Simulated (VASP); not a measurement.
An input for Quantum ESPRESSO's pw.x (written as the equivalent of a VASP run, and not itself run):

```
&CONTROL
  calculation = 'vc-relax'
  pseudo_dir = './pseudo'
  outdir = './out'
  tprnfor = .true.
  tstress = .true.
  nstep = 40
  forc_conv_thr = 0.00078
/
&SYSTEM
  ibrav = 0
  nat = 1
  ntyp = 1
  ecutwfc = 56.6
  occupations = 'smearing'
  smearing = 'methfessel-paxton'
  degauss = 0.00735
  input_dft = 'pbe'
/
&ELECTRONS
  conv_thr = 7.3e-08
  electron_maxstep = 100
/
&IONS
/
&CELL
/
ATOMIC_SPECIES
  Ba 137.327 Ba.upf
CELL_PARAMETERS angstrom
    -2.5131673    2.5131673    2.5131673
     2.5131673   -2.5131673    2.5131673
     2.5131673    2.5131673   -2.5131673
ATOMIC_POSITIONS crystal
  Ba   0.0000000  0.0000000  1.0000000
K_POINTS automatic
  10 10 10 0 0 0
```

Translate this input to VASP (INCAR, KPOINTS, POSCAR, choice of POTCAR).

Several could match; the one computed here: 
KPOINTS:
```
Automatic mesh
0
Gamma
10 10 10
0 0 0
```

### POSCAR
```
Ba
1.0
 -2.5131673411   2.5131673411   2.5131673411
  2.5131673411  -2.5131673411   2.5131673411
  2.5131673411   2.5131673411  -2.5131673411
Ba
1
Cartesian
  2.5131673411   2.5131673411  -2.5131673411
```

**INCAR**
```
SYSTEM = Ba
PREC = Accurate; ENCUT = 500; LREAL = F
LASPH = T
EDIFF = 1E-6; NELM = 100; ALGO = Normal
LMAXMIX = 4
ISMEAR = 1; SIGMA = 0.1
GGA = PE
IBRION = 2; NSW = 40; ISIF = 3
EDIFFG = -0.02
LWAVE = F; LCHARG = F
```

POTCAR, in this order: Ba_sv (PBE.64 set). Program: vasp_std.

The two are equivalent in intent, not identical: the potentials are each code's own (VASP's PAW set, PseudoDojo norm-conserving files in pw.x), so ENCUT and ecutwfc are chosen apart and not converted; conv_thr bounds pw.x's estimated SCF error, while EDIFF bounds the energy change between steps; forc_conv_thr acts on force components and is met together with etot_conv_thr.

The compound is Ba in the bcc structure. It was relaxed first.
